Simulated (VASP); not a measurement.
The system is MgCd2S3.

```xyz
6
Lattice="4.0800 0.0000 0.0000 -2.0400 3.5334 0.0000 0.0000 0.0000 10.0000" Properties=species:S:1:pos:R:3 pbc="T T T"
Mg    0.0000    0.0000    0.0000
Cd    0.0000    2.3556    3.3330
Cd    2.0400    1.1778    6.6670
S     0.0000    0.0000    2.5000
S     2.0400    1.1778    9.1670
S     0.0000    2.3556    5.8330
```

The cell was built by a generator and needn't be a form met in nature.

```yaml
Program: VASP 6.6.1
Task: relaxation of cell and atoms
Functional: PBE
Potentials_or_basis: VASP PAW PBE potentials, release 64 (Mg, Cd, S)
Cutoff: 520 eV
k_mesh: 4 × 4 × 2
Occupations: gaussian, width 0.15 eV
Spin: no spin polarisation
```

At the start: pressure 3.0 GPa; volume 24.03 Å³/atom.

Question: Where does the relaxation end?

Answer: Over 13 steps the energy falls by 20.8 meV/atom and the volume is 25.11 Å³/atom (+4.5 %); space group P3m1 (No. 156, to 0.05 Å).

The path:
```tsv
step	energy change (eV)	largest force (eV/Å)	pressure (GPa)	volume (Å³)
1	0.0000	0.7064	2.98	144.16
2	-0.0912	0.3018	-1.04	153.68
3	-0.0934	0.3511	-0.30	152.15
4	-0.0934	0.3497	-0.35	152.33
5	-0.1067	0.2463	-0.14	151.72
6	-0.1176	0.2185	0.21	150.17
7	-0.1182	0.2404	0.23	150.38
8	-0.1232	0.0955	-0.14	151.03
9	-0.1233	0.0887	-0.03	151.08
10	-0.1234	0.0939	-0.13	151.19
11	-0.1234	0.1180	-0.26	151.13
12	-0.1234	0.0913	-0.12	151.16
13	-0.1245	0.0091	-0.10	150.63
```

Final structure:
```yaml
crystal:
  lattice:
    - [4.14627, 0.00000, 0.00000]
    - [-2.07314, 3.59078, 0.00000]
    - [0.00000, 0.00000, 10.11753]
  atoms:
    - { symbol: Mg, position: [0.00000, 0.00000, 0.99768] }
    - { symbol: Cd, position: [0.33333, 0.66667, 0.32984] }
    - { symbol: Cd, position: [0.66667, 0.33333, 0.67230] }
    - { symbol: S, position: [0.00000, 0.00000, 0.24075] }
    - { symbol: S, position: [0.66667, 0.33333, 0.92631] }
    - { symbol: S, position: [0.33333, 0.66667, 0.58312] }
```

Caveat: the k mesh is coarse (spacing up to 0.44 Å⁻¹), so the values aren't converged.
